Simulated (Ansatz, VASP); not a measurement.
# Cross-check of Ti3InC between VASP and Ansatz, part 2 of 2

One calculation is typed for both programs; each brings its own data sets. How far apart do they land? The cell is taken from a series of runs on this material, whose earlier steps may have relaxed, scaled, displaced or heated it; both programs get it as it stands.

VASP 6.6.1 and Ansatz 0.2.0.

So far: The structure; Ansatz: relaxation of cell and atoms, PBEsol.

## Step 3: VASP: relaxation of cell and atoms, PBEsol

Level of this step: PBEsol; plane waves and PAW (Ti_sv, In_d, C) (VASP).

The same cell, functional, mesh and smearing now go to VASP, with its own data sets.

Lines of VASP's logs that name or quote its potential files are left out, and so is its time.

INCAR

```
SYSTEM = Ti3InC
PREC = Accurate
ENCUT = 600
EDIFF = 1E-07
NELM = 120
ISMEAR = 1
SIGMA = 0.2
LREAL = .FALSE.
ALGO = Normal
GGA = PS
NBANDS = 32
LASPH = .TRUE.
LORBIT = 11
LWAVE = .FALSE.
LCHARG = .FALSE.
ISIF = 3
IBRION = 2
NSW = 80
EDIFFG = -0.005
GGA_COMPAT = .FALSE.
NELMIN = 4
KPAR = 2
```

POSCAR

```
Ti3InC
1.0
    4.1987560000      0.0000000000      0.0000000000
    0.0000000000      4.1987560000      0.0000000000
    0.0000000000      0.0000000000      4.1987560000
Ti In C
3 1 1
Direct
    0.5000000000      0.5000000000      0.0000000000
    0.5000000000      0.0000000000      0.5000000000
    0.0000000000      0.5000000000      0.5000000000
    0.0000000000      0.0000000000      0.0000000000
    0.5000000000      0.5000000000      0.5000000000
```

KPOINTS

```
Automatic mesh
0
Gamma
8 8 8
0 0 0
```

Potentials, in the order of the species: Ti_sv, In_d and C (PBE family, release 64).

Run with:

```sh
$ mpirun -np 2 vasp_std
```

Numbers of over 12 decimals in the logs are rounded to 6 here.

Log:

```text
[banner, memory and clock lines left out]
running    2 mpi-ranks, on    1 nodes
 distrk:  each k-point on    1 cores,    2 groups
 distr:  one band on    1 cores,    1 groups

 POSCAR found type information on POSCAR TiInC
 POSCAR found :  3 types and       5 ions
|                                                                             |
|               ----> ADVICE to this user running VASP <----                  |
|                                                                             |
|     You enforced a specific xc type in the INCAR file but a different       |
|     [... a line on the potential file left out ...]
|     I HOPE YOU KNOW WHAT YOU ARE DOING!                                     |
|                                                                             |

 LDA part: xc-table for (Slater+PW92), standard interpolation
 POSCAR, INCAR and KPOINTS ok, starting setup
 FFT: planning ... GRIDC
 FFT: planning ... GRID_SOFT
 FFT: planning ... GRID
 WAVECAR not read
 entering main loop
       N       E                     dE             d eps       ncg     rms          rms(c)
DAV:   1     0.679681312108E+03    0.67968E+03   -0.28780E+04  2240   0.237E+03
DAV:   2     0.441821817189E+02   -0.63550E+03   -0.62717E+03  2248   0.632E+02
DAV:   3    -0.403633787684E+02   -0.84546E+02   -0.83516E+02  3504   0.206E+02
DAV:   4    -0.497322114351E+02   -0.93688E+01   -0.92457E+01  3576   0.595E+01
DAV:   5    -0.503271541050E+02   -0.59494E+00   -0.59451E+00  3264   0.130E+01    0.240E+01
DAV:   6    -0.407803370027E+02    0.95468E+01   -0.69375E+01  3176   0.549E+01    0.659E+00
DAV:   7    -0.407889419908E+02   -0.86050E-02   -0.53278E+00  3200   0.139E+01    0.407E+00
DAV:   8    -0.407634998443E+02    0.25442E-01   -0.53348E-01  3312   0.394E+00    0.193E+00
DAV:   9    -0.407606666579E+02    0.28332E-02   -0.20086E-01  3328   0.232E+00    0.755E-01
DAV:  10    -0.407560164032E+02    0.46503E-02   -0.64176E-02  2984   0.158E+00    0.172E-01
DAV:  11    -0.407565561797E+02   -0.53978E-03   -0.23513E-03  3416   0.393E-01    0.588E-02
DAV:  12    -0.407565444939E+02    0.11686E-04   -0.20479E-04  3400   0.103E-01    0.239E-02
DAV:  13    -0.407565395416E+02    0.49523E-05   -0.21738E-05  3416   0.294E-02    0.980E-03
DAV:  14    -0.407565373632E+02    0.21784E-05   -0.20901E-05  3232   0.295E-02    0.617E-03
DAV:  15    -0.407565369922E+02    0.37097E-06   -0.22638E-06  2936   0.920E-03    0.183E-03
DAV:  16    -0.407565371226E+02   -0.13045E-06   -0.79464E-08  1920   0.262E-03    0.632E-04
DAV:  17    -0.407565371139E+02    0.87666E-08   -0.42976E-08  1840   0.171E-03
   1 F= -.40756537E+02 E0= -.40755899E+02  d E =-.407565E+02
 curvature:   0.00 expect dE= 0.000E+00 dE for cont linesearch  0.000E+00
 trial: gam= 0.00000 g(F)=  0.000E+00 g(S)=  0.520E-04 ort = 0.000E+00 (trialstep = 0.100E+01)
 search vector abs. value=  0.520E-04
 bond charge predicted
       N       E                     dE             d eps       ncg     rms          rms(c)
DAV:   1    -0.407574024193E+02   -0.86530E-03   -0.23732E-02  2632   0.185E+00    0.236E-01
DAV:   2    -0.407566396235E+02    0.76280E-03   -0.50639E-03  3200   0.671E-01    0.810E-02
DAV:   3    -0.407565279025E+02    0.11172E-03   -0.43221E-04  3264   0.157E-01    0.289E-02
DAV:   4    -0.407565250584E+02    0.28441E-05   -0.91118E-05  3352   0.419E-02    0.124E-02
DAV:   5    -0.407565296771E+02   -0.46188E-05   -0.12002E-05  3400   0.140E-02    0.920E-03
DAV:   6    -0.407565325010E+02   -0.28239E-05   -0.10111E-05  3128   0.119E-02    0.379E-03
DAV:   7    -0.407565323910E+02    0.10992E-06   -0.34296E-06  3528   0.898E-03    0.191E-03
DAV:   8    -0.407565324403E+02   -0.49230E-07   -0.17259E-07  2024   0.310E-03
   2 F= -.40756532E+02 E0= -.40755899E+02  d E =0.467359E-05
 trial-energy change:    0.000005  1 .order    0.000001   -0.000052    0.000055
 step:   0.4409(harm=  0.4881)  dis= 0.00000  next Energy=   -40.756548 (dE=-0.112E-04)
 bond charge predicted
       N       E                     dE             d eps       ncg     rms          rms(c)
DAV:   1    -0.407568191166E+02   -0.28673E-03   -0.74291E-03  2640   0.103E+00    0.132E-01
DAV:   2    -0.407565760119E+02    0.24310E-03   -0.15812E-03  3192   0.375E-01    0.452E-02
DAV:   3    -0.407565414399E+02    0.34572E-04   -0.13442E-04  3208   0.877E-02    0.162E-02
DAV:   4    -0.407565422366E+02   -0.79671E-06   -0.28392E-05  3368   0.233E-02    0.688E-03
DAV:   5    -0.407565451163E+02   -0.28797E-05   -0.37404E-06  3104   0.775E-03    0.513E-03
DAV:   6    -0.407565475506E+02   -0.24343E-05   -0.29298E-06  2984   0.651E-03    0.218E-03
DAV:   7    -0.407565485865E+02   -0.10359E-05   -0.11511E-06  3240   0.508E-03    0.108E-03
DAV:   8    -0.407565485321E+02    0.54370E-07   -0.55711E-08  1592   0.197E-03
   3 F= -.40756549E+02 E0= -.40755912E+02  d E =-.114182E-04
 curvature:  -0.24 expect dE=-0.533E-08 dE for cont linesearch -0.533E-08
 trial: gam= 0.00000 g(F)=  0.438E-65 g(S)=  0.220E-07 ort =-0.107E-05 (trialstep = 0.888E+00)
 search vector abs. value=  0.221E-07
 reached required accuracy - stopping structural energy minimisation
```

From OUTCAR (step 3):

```text
ion  position               nearest neighbor table
   1  0.500  0.500  0.000-   5 2.10   5 2.10   4 2.97   4 2.97   4 2.97   4 2.97
   2  0.500  0.000  0.500-   5 2.10   5 2.10   4 2.97   4 2.97   4 2.97   4 2.97
   3  0.000  0.500  0.500-   5 2.10   5 2.10   4 2.97   4 2.97   4 2.97   4 2.97
   4  0.000  0.000  0.000-   1 2.97   2 2.97   3 2.97   2 2.97   3 2.97   1 2.97   3 2.97   3 2.97
                             1 2.97   2 2.97   2 2.97   1 2.97
   5  0.500  0.500  0.500-   1 2.10   2 2.10   3 2.10   1 2.10   2 2.10   3 2.10

  LATTYP: Found a simple cubic cell.
 ALAT       =     4.1987560000

 Subroutine GETGRP returns: Found 48 space group operations
 (whereof 48 operations were pure point group operations)

The static configuration has the point symmetry O_h .

 Found     35 irreducible k-points:

   k-points           NKPTS =     35   k-points in BZ     NKDIM =     35   number of bands    NBANDS=     32

   dimension x,y,z NGX =    36 NGY =   36 NGZ =   36
   dimension x,y,z NGXF=    72 NGYF=   72 NGZF=   72

   ENCUT  =  600.0 eV  44.10 Ry    6.64 a.u.   8.39  8.39  8.39*2*pi/ulx,y,z

   NELECT =      53.0000    total number of electrons

 k-points in reciprocal lattice and weights: Automatic mesh
   0.00000000  0.00000000  0.00000000       0.002
   0.12500000  0.00000000  0.00000000       0.012
   0.25000000  0.00000000  0.00000000       0.012
   0.37500000  0.00000000  0.00000000       0.012
   0.50000000  0.00000000  0.00000000       0.006
   0.12500000  0.12500000  0.00000000       0.023
   0.25000000  0.12500000  0.00000000       0.047
   0.37500000  0.12500000  0.00000000       0.047
   0.50000000  0.12500000  0.00000000       0.023
[...]
0.50000000  0.50000000  0.37500000       0.012
   0.50000000  0.50000000  0.50000000       0.002

 average (electrostatic) potential at core
       1 -71.2096       2 -71.2096       3 -71.2096       4 -91.2065       5 -44.8607

 E-fermi :   9.4757

 k-point     1 :       0.0000    0.0000    0.0000
  band No.  band energies     occupation
    ...
     23       7.9970      2.00000
     24       7.9970      2.00000
     25       8.0898      2.00000
     26       8.0898      2.00000
     27       8.0898      2.00000
     28      10.9335     -0.00000
     29      10.9335     -0.00000
     30      10.9335     -0.00000
     31      11.5436     -0.00000
     32      11.5436     -0.00000

 k-point     2 :       0.1250    0.0000    0.0000
  band No.  band energies     occupation
    ...
     23       8.0499      2.00000
     24       8.0963      2.00000
     25       8.0963      2.00000
     26       8.1179      2.00000
     27       8.1246      2.00000
     28      10.7169     -0.00000
     29      10.7917     -0.00000
     30      10.7917     -0.00000
     31      10.8629     -0.00000
     32      11.5418     -0.00000

 k-point     3 :       0.2500    0.0000    0.0000
  band No.  band energies     occupation
    ...
     23       7.5327      2.00000
     24       8.0284      2.00000
     25       8.0284      2.00000
     26       8.2154      2.00000
     27       8.4559      2.00000
     28      10.1130     -0.00006
     29      10.6871     -0.00000
     30      10.7316     -0.00000
     31      10.7316     -0.00000
     32      11.5186     -0.00000

  Total       -0.0008726     -0.0008726     -0.0008726      0.0000000      0.0000000     -0.0000000
  in kB       -0.0188761     -0.0188761     -0.0188761      0.0000000      0.0000000     -0.0000000
  external PRESSURE =      -0.0188761 kB  Pullay stress =       0.0000000 kB

  energy-cutoff  :      600.00
  volume of cell :       74.06
      direct lattice vectors                 reciprocal lattice vectors
     4.199513284  0.000000000 -0.000000000     0.238122833  0.000000000 -0.000000000
    -0.000000000  4.199513284 -0.000000000    -0.000000000  0.238122833 -0.000000000
     0.000000000  0.000000000  4.199513284     0.000000000  0.000000000  0.238122833

 POSITION                                       TOTAL-FORCE (eV/Angst)
 -----------------------------------------------------------------------------------
      2.09976      2.09976     -0.00000        -0.000000     -0.000000      0.000000
      2.09976      0.00000      2.09976         0.000000      0.000000      0.000000
      0.00000      2.09976      2.09976        -0.000000      0.000000      0.000000
      0.00000      0.00000      0.00000         0.000000     -0.000000      0.000000
      2.09976      2.09976      2.09976         0.000000     -0.000000      0.000000
 -----------------------------------------------------------------------------------
    total drift:                                0.000000      0.000000      0.000000

  FREE ENERGIE OF THE ION-ELECTRON SYSTEM (eV)
  ---------------------------------------------------
  free  energy   TOTEN  =       -40.7565485321 eV

  energy  without entropy=      -40.7546395669  energy(sigma->0) =      -40.75591221

 reached required accuracy - stopping structural energy minimisation

 total charge
# of ion       s       p       d       tot
------------------------------------------
    1        2.192   6.179   1.958  10.329
    2        2.192   6.179   1.958  10.329
    3        2.192   6.179   1.958  10.329
    4        0.871   0.960   9.841  11.672
    5        0.893   1.539   0.000   2.432
--------------------------------------------------
tot          8.340  21.036  15.716  45.091

[... 3 further parts left out ...]
```

The run keeps the 48 symmetry operations of its start, so it cannot find a distortion of lower symmetry.

## Step 4: Comparison

Known differences besides the potentials themselves: the cutoff is 420 eV in Ansatz and 600 eV in VASP; Ansatz makes its cores anew for this functional, VASP keeps those of its PBE data sets; Ansatz adds a Pulay correction to the stress that steers its cell, VASP none. Total energies have different zeros and are not compared.

Compared:

```csv
quantity,Ansatz,VASP,difference
volume (Å³),74.00,74.06,-0.08 %
"edge a after relaxation, in the typed setting (Å)",4.198,4.199,-0.03 %
```

## Step 5: VASP: zone-centre phonons, PBEsol

Second derivatives magnify differences that forces hide, and they need a tight electronic threshold.

INCAR

```
SYSTEM = Ti3InC
PREC = Accurate
ENCUT = 600
EDIFF = 1E-08
NELM = 120
ISMEAR = 1
SIGMA = 0.2
LREAL = .FALSE.
ALGO = Normal
GGA = PS
NBANDS = 32
LASPH = .TRUE.
LORBIT = 11
LWAVE = .FALSE.
LCHARG = .FALSE.
ISIF = 2
IBRION = 8
GGA_COMPAT = .FALSE.
KPAR = 2
```

Edit POSCAR of step 3 so:

```diff
@@ -2,5 +2,5 @@
 1.0
-    4.1987560000      0.0000000000      0.0000000000
-    0.0000000000      4.1987560000      0.0000000000
-    0.0000000000      0.0000000000      4.1987560000
+    4.1984094023      0.0000000000      0.0000000000
+    0.0000000000      4.1984094023      0.0000000000
+    0.0000000000      0.0000000000      4.1984094023
 Ti In C
```

KPOINTS is that of step 3.

Run with:

```sh
$ mpirun -np 2 vasp_std
```

Log:

```text
[banner, memory and clock lines left out]
running    2 mpi-ranks, on    1 nodes
[...]
[... a notice as in an earlier step ...]

 LDA part: xc-table for (Slater+PW92), standard interpolation
 POSCAR, INCAR and KPOINTS ok, starting setup
[...]
entering main loop
       N       E                     dE             d eps       ncg     rms          rms(c)
DAV:   1     0.679732729411E+03    0.67973E+03   -0.28783E+04  2240   0.237E+03
DAV:   2     0.441913968248E+02   -0.63554E+03   -0.62721E+03  2248   0.632E+02
DAV:   3    -0.403622886564E+02   -0.84554E+02   -0.83524E+02  3504   0.206E+02
DAV:   4    -0.497319347546E+02   -0.93696E+01   -0.92461E+01  3576   0.595E+01
[...]
DAV:  17    -0.407565246832E+02    0.27340E-07   -0.98157E-09  1968   0.810E-04    0.181E-04
DAV:  18    -0.407565246980E+02   -0.14797E-07   -0.14351E-08  2120   0.624E-04    0.167E-04
DAV:  19    -0.407565246916E+02    0.63956E-08   -0.13518E-09  1840   0.343E-04
   1 F= -.40756525E+02 E0= -.40755885E+02  d E =-.191841E-02
[...]
RMM:  22    -0.238617807054E+00   -0.51378E-07   -0.23842E-07 12507   0.559E-04    0.182E-04
RMM:  23    -0.238617783125E+00    0.23929E-07   -0.13006E-07 12178   0.521E-04    0.181E-04
RMM:  24    -0.238617804589E+00   -0.21464E-07   -0.17795E-07 12311   0.495E-04    0.183E-04
 first order change of Fermi-energy  -0.24801E-04
 force on displaced ion       4 direction 1 :  -7.506   0.000  -0.000
 Linear response progress:
  Degree of freedom:   4/  4
       N       E                     dE             d eps       ncg     rms          rms(c)
RMM:   1    -0.134451634325E+00   -0.13445E+00   -0.29317E-02  8790   0.178E+00
RMM:   2    -0.123009764773E+00    0.11442E-01   -0.20631E-02  9936   0.512E-01    0.129E-01
RMM:   3    -0.123674652562E+00   -0.66489E-03   -0.59342E-03 10174   0.260E-01    0.680E-02
RMM:   4    -0.124698051712E+00   -0.10234E-02   -0.23830E-03 10480   0.163E-01    0.164E-02
[...]
RMM:  30    -0.124942134164E+00   -0.82330E-07   -0.11000E-07 12130   0.270E-04    0.671E-06
RMM:  31    -0.124941997578E+00    0.13659E-06   -0.28987E-07 11934   0.264E-04    0.883E-06
RMM:  32    -0.124942000941E+00   -0.33629E-08   -0.89649E-08 11349   0.244E-04    0.743E-06
 first order change of Fermi-energy  -0.47094E-03
 force on displaced ion       5 direction 1 : -15.662   0.000   0.000
 Linear response finished
```

OUTCAR, selected parts (step 5):

```text
  Total        0.0598747      0.0598747      0.0598747      0.0000000     -0.0000000      0.0000000
  in kB        1.2962832      1.2962832      1.2962832      0.0000000     -0.0000000      0.0000000
[...]
POSITION                                       TOTAL-FORCE (eV/Angst)
 -----------------------------------------------------------------------------------
      2.09920      2.09920      0.00000         0.000000      0.000000      0.000000
      2.09920      0.00000      2.09920         0.000000      0.000000      0.000000
      0.00000      2.09920      2.09920         0.000000      0.000000      0.000000
      0.00000      0.00000      0.00000         0.000000      0.000000      0.000000
      2.09920      2.09920      2.09920         0.000000      0.000000      0.000000
 -----------------------------------------------------------------------------------
    total drift:                                0.000000      0.000000      0.000000

[... 1 part as in an earlier step ...]
```

## Step 6: Ansatz: zone-centre phonons, PBEsol

The same cell, functional, mesh and smearing now go to Ansatz, which takes its cutoff from its data sets.

The cell is taken from a series of runs on this material, whose earlier steps may have relaxed, scaled, displaced or heated it; both programs get it as it stands.

input.yaml

```yaml
crystal:
  lattice:
    - [4.1984094023, 0.0, 0.0]
    - [0.0, 4.1984094023, 0.0]
    - [0.0, 0.0, 4.1984094023]
  atoms:
    - { symbol: Ti, position: [0.5, 0.5, 0.0] }
    - { symbol: Ti, position: [0.5, 0.0, 0.5] }
    - { symbol: Ti, position: [0.0, 0.5, 0.5] }
    - { symbol: In, position: [0.0, 0.0, 0.0] }
    - { symbol: C, position: [0.5, 0.5, 0.5] }
kpoints:
  mp_grid: { grid: [8, 8, 8] }
hamiltonian:
  xc: pbesol
  pseudopotentials: { kind: paw, azcp: { folder: soft_1 }, xc_functional: pbe }
scf:
  occupations: { method: methfessel_paxton, width: 0.2 }
output:
  eigenvalues: true
phonons:
  method: dfpt
```

Run with:

```sh
$ ansatz run input.yaml --threads 4 --pin off --max-ram 10240MiB --backend cpu --events-out ev --progress --plain --runs-dir out
```

Log:

```text
zone centre: on kpoints.mp_grid the ground state, and the responses unless they are solved on pairs of k-points, stand on 125 of the mesh's 512 k-points, reduced under 8 symmetry operations, with k and −k counted as one. Each operation leaves every solved displacement unchanged or reverses it
[...]
Crystal: 5 atoms, lattice volume = 74.004 Å³
[...]
k mesh reduced under 8 symmetry operations, with k and −k counted as one. Each operation leaves every solved displacement unchanged or reverses it
  ASR residual: 3.488e-5 → 0.000e0 eV/Å²; symmetrization residual: 3.539e-6 eV/Å²
  ASR residual per site (eV/Å²): 3.49e-5 3.49e-5 3.49e-5 1.48e-6 6.75e-6
  Γ frequencies (cm⁻¹): 0.00 0.00 0.00 168.60 168.60 168.60 241.48 241.48 241.48 269.31 269.31 269.31 661.72 661.72 661.72
  non-analytic LO–TO correction: not included (Born effective charges unavailable; polar crystals: no LO–TO splitting at Γ)
[key lines of the parts left out:]
SCF converged after 11 iterations
Free energy (F): -13196.999207 eV
Fermi energy:    14.207264 eV
```

## Step 7: Side by side

The two programs side by side:

```
                    quantity  Ansatz   VASP  difference
  optical mode 1 to 3 (cm⁻¹)   168.6  168.7     -0.08 %
  optical mode 4 to 6 (cm⁻¹)   241.5  248.1     -2.69 %
  optical mode 7 to 9 (cm⁻¹)   269.3  282.5     -4.66 %
optical mode 10 to 12 (cm⁻¹)   661.7  662.7     -0.15 %
```

Modes are paired by rising frequency, not by their patterns, so a pair may set unlike modes beside each other; they are those without the splitting of longitudinal modes.

## Step 8: Outcome

```
difference in volume (relaxation of cell and atoms, PBEsol)                                                          : -0.079 %
r.m.s. difference of the optical zone-centre modes, each program's sorted by frequency (zone-centre phonons, PBEsol) : 7.4 cm⁻¹
difference in optical mode 7 to 9 (zone-centre phonons, PBEsol)                                                      : -4.7 %
```

What this shows: The difference in volume is -0.079 % (relaxation of cell and atoms, PBEsol), within the 1.2 % picked in this series as the mark of a large difference, as far as the stopping tolerances let one tell. Among the rows given in per cent, the largest difference of the zone-centre phonons, PBEsol pair is in optical mode 7 to 9, -4.7 %. 1 further run of this series is not shown here. Such differences can come from data sets, numerical settings and the points named under the comparisons, not from the functional's error against experiment.

[Lines on the potential files, build, host, timing and source positions are cut from VASP's logs without a mark.]

[Logs are printed without paths, hosts, clocks, repeated set-up lines and the standing remarks that a program may print on its own settings, such as how far it seeks lower states.]

[Hosts, paths, dates, database ids (printed as entryN), source tags and the programs' standing remarks are cut or masked in the printed files.]
